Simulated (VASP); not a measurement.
Data:

```
CdHg3Se4
1.0
    0.00133     6.12954     6.12208
    6.12954     0.00133     6.12208
    3.06543     3.06543     0.00000
Hg Se Cd
3 4 1
Direct
  0.99986   0.99986   0.00027
  0.99976   0.50024   0.00000
  0.50024   0.99976   0.00000
  0.12493   0.12493   0.25015
  0.12680   0.62449   0.24871
  0.62449   0.12680   0.24871
  0.62362   0.62362   0.25276
  0.50030   0.50030   0.99940
```

Method: PBEsol GGA, VASP's PBE PAW potentials (set 64) (plane waves; VASP 6.6.1). Numerical set-up: 400 eV cut-off, Gaussian smearing of 0.050 eV, potentials Hg Se Cd.

Q: Give the energies of bands 28 to 41 at the high-symmetry points, in eV from the Fermi level.

A: 
```json
[
 {"band": "28", "Γ": "-2.15", "Y": "-2.76", "C0": "-2.96", "Z": "-3.89", "A0": "-4.30", "T": "-4.43", "S": "-2.86", "R": "-4.18"},
 {"band": "29", "Γ": "-2.15", "Y": "-2.30", "C0": "-2.71", "Z": "-2.55", "A0": "-2.18", "T": "-2.18", "S": "-2.28", "R": "-2.34"},
 {"band": "30", "Γ": "-0.99", "Y": "-2.25", "C0": "-1.58", "Z": "-2.55", "A0": "-2.12", "T": "-2.14", "S": "-2.18", "R": "-2.27"},
 {"band": "31", "Γ": "-0.94", "Y": "-1.33", "C0": "-1.42", "Z": "-2.38", "A0": "-2.10", "T": "-2.14", "S": "-1.63", "R": "-2.19"},
 {"band": "32", "Γ": "-0.87", "Y": "-1.26", "C0": "-1.27", "Z": "-2.38", "A0": "-2.07", "T": "-2.10", "S": "-1.51", "R": "-2.14"},
 {"band": "33", "Γ": "-0.84", "Y": "-1.11", "C0": "-1.19", "Z": "-2.25", "A0": "-1.46", "T": "-0.96", "S": "-0.57", "R": "-1.66"},
 {"band": "34", "Γ": "-0.72", "Y": "-1.10", "C0": "-1.16", "Z": "-2.23", "A0": "-1.41", "T": "-0.92", "S": "-0.56", "R": "-1.54"},
 {"band": "35", "Γ": "-0.01", "Y": "-0.91", "C0": "-1.07", "Z": "-0.97", "A0": "-1.05", "T": "-0.87", "S": "-0.39", "R": "-1.50"},
 {"band": "36", "Γ": "0.00", "Y": "-0.86", "C0": "-0.50", "Z": "-0.85", "A0": "-1.00", "T": "-0.84", "S": "-0.39", "R": "-1.50"},
 {"band": "37", "Γ": "0.00", "Y": "2.30", "C0": "2.02", "Z": "2.53", "A0": "1.71", "T": "1.11", "S": "1.10", "R": "2.61"},
 {"band": "38", "Γ": "1.11", "Y": "2.35", "C0": "2.24", "Z": "2.75", "A0": "1.99", "T": "1.46", "S": "1.37", "R": "2.74"},
 {"band": "39", "Γ": "1.52", "Y": "2.52", "C0": "2.50", "Z": "3.63", "A0": "2.78", "T": "2.66", "S": "2.74", "R": "2.74"},
 {"band": "40", "Γ": "2.94", "Y": "3.04", "C0": "3.14", "Z": "4.24", "A0": "3.17", "T": "2.94", "S": "3.06", "R": "3.37"},
 {"band": "41", "Γ": "2.99", "Y": "3.59", "C0": "4.02", "Z": "5.05", "A0": "3.18", "T": "2.94", "S": "4.57", "R": "4.55"}
]
```

It has no gap at this level: it comes out as a metal or semimetal.

The structure was generated: CdHg3Se4 was put into an ordered model structure (Amm2), which need not be its known phase. It was relaxed first.
